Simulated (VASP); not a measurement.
## Cu2Mo: single point with PBE

The system is Cu2Mo.

```
Cu Mo
1.0
     0.00000    3.39261    3.39261
     3.39261    0.00000    3.39261
     6.78522    6.78522    0.00000
Cu Mo
8 4
Direct
  0.12500 0.12500 0.06250
  0.12500 0.12500 0.56250
  0.62500 0.12500 0.06250
  0.62500 0.12500 0.56250
  0.12500 0.12500 0.31250
  0.12500 0.12500 0.81250
  0.12500 0.62500 0.06250
  0.12500 0.62500 0.56250
  0.50000 0.50000 0.25000
  0.50000 0.50000 0.75000
  0.75000 0.75000 0.37500
  0.75000 0.75000 0.87500
```

The cell was built by a generator and needn't be a form met in nature.

```json
{
  "Program": "VASP 6.6.1",
  "Task": "single point",
  "Functional": "PBE",
  "Potentials or basis": "VASP PAW PBE potentials, release 64 (Cu, Mo_sv)",
  "Cutoff": "520 eV",
  "k mesh": "6 × 6 × 6",
  "Occupations": "gaussian, width 0.15 eV",
  "Spin": "no spin polarisation",
  "Further INCAR settings": "PREC = Normal; LREAL = Auto; ALGO = Fast; EDIFF = 1e-05; NBANDS = 84"
}
```

* Pressure: 0.1 GPa
* Largest force: 0.024 eV/Å
* Band gap on the k mesh: none (metal or under the smearing width)

Forces on the atoms (eV/Å):
```
Cu   0.000  0.000  0.000
Cu   0.000  0.000  0.000
Cu   0.000  0.000  0.000
Cu   0.000  0.000  0.000
Cu   0.000  0.000  0.000
Cu   0.000  0.000  0.000
Cu   0.000  0.000  0.000
Cu   0.000  0.000  0.000
Mo  -0.014 -0.014  0.014
Mo  -0.014 -0.014  0.014
Mo   0.014  0.014 -0.014
Mo   0.014  0.014 -0.014
```

Levels at points of the mesh, in eV from the Fermi level:
```csv
k point,band 68,band 69,band 70,band 71,band 72,band 73,band 74,band 75,band 76,band 77
"(0.00, 0.00, 0.00)",-0.50,-0.35,-0.35,-0.35,-0.14,-0.13,-0.13,0.03,0.16,2.00
"(0.50, 0.00, 0.00)",-0.45,-0.14,-0.13,-0.13,0.03,0.40,0.40,0.54,0.54,1.82
"(0.00, 0.00, 0.50)",-0.90,-0.90,-0.90,-0.36,-0.36,-0.36,-0.36,1.50,1.50,2.02
"(0.50, 0.00, 0.50)",-0.50,-0.30,-0.30,-0.01,-0.01,0.24,0.24,1.30,1.30,1.55
```

It took 4.9 min on 1 thread of Intel(R) Xeon(R) 6975P-C (Granite Rapids), on a shared host, peak memory 0.38 GiB.
